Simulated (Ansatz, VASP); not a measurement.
**Code comparison for SiMo3 (Pm-3n, 8 atoms in the cell)**

Self-consistent single point.

```
SiMo3
1.0
    4.88970     0.00000     0.00000
    0.00000     4.88970     0.00000
    0.00000     0.00000     4.88970
Si Mo
2 6
Direct
  0.50000   0.50000   0.50000
  0.00000   0.00000   0.00000
  0.00000   0.50000   0.25000
  0.00000   0.50000   0.75000
  0.25000   0.00000   0.50000
  0.75000   0.00000   0.50000
  0.50000   0.25000   0.00000
  0.50000   0.75000   0.00000
```

Shared settings, as Ansatz (a quantum-chemistry and plane-wave program) writes them: kpoints.mp_grid.grid = 5 5 5; magnetization.spin_orbit = true; scf.occupations.method = fermi_dirac; scf.occupations.width = 0.01 Ry. Potentials and cutoffs stand in the table.

| code | model | pressure (GPa) | cutoff |
|---|---|---|---|
| VASP | PBE, spin-orbit coupling, VASP's PBE PAW potentials (set 64) | 2.43 | 300 eV |
| Ansatz | PBE with spin-orbit coupling, PAW files | 2.26 | 30.9 Ry |

The spread over the programs that give each value: pressure within 0.17 GPa.

Ansatz's pressure is given at a fixed set of plane waves, as the other plane-wave codes print theirs; with its correction for the finite basis it is 2.30 GPa.

VASP's run is marked for a possible Pulay error in its stress at this cutoff; no cutoff test was made.

The starting cell comes from a database of computed structures (which also holds hypothetical and non-ambient phases and stackings), without a prior relaxation at this level.

Left out of this page: Elk and SIESTA (not drawn, or without a comparable value).

Keys are those of Ansatz 0.2.
